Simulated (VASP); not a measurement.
Data:

```xyz
3
Lattice="-1.6063 1.6063 3.9027 1.6063 -1.6063 3.9027 1.6063 1.6063 -3.9027" Properties=species:S:1:pos:R:3 pbc="T T T"
Si     0.0000     0.0000     5.1931
Si     0.0000     0.0000     2.6123
W      0.0000     0.0000     0.0000
```

All values below come from r2SCAN meta-GGA, VASP's PBE PAW potentials (set 64) (plane waves; VASP). Settings: 400 eV cut-off, 15×15×15 Γ-centred mesh, tetrahedra with Blöchl corrections, potentials Si W_sv.

The cores are frozen, which limits the accuracy of field gradients.

**Question.** Give the principal components of the electric field gradient (V/Å²) and the asymmetry η at each nucleus.

**Answer.** 
| atom | Vxx | Vyy | Vzz | η |
|---|---|---|---|---|
| Si1 | 5.2 | 5.2 | -10.5 | 0.00 |
| Si2 | 5.2 | 5.2 | -10.5 | 0.00 |
| W3 | 74.0 | 74.0 | -147.9 | 0.00 |

The compound is WSi2 in the MoSi2 type structure. It was relaxed first.
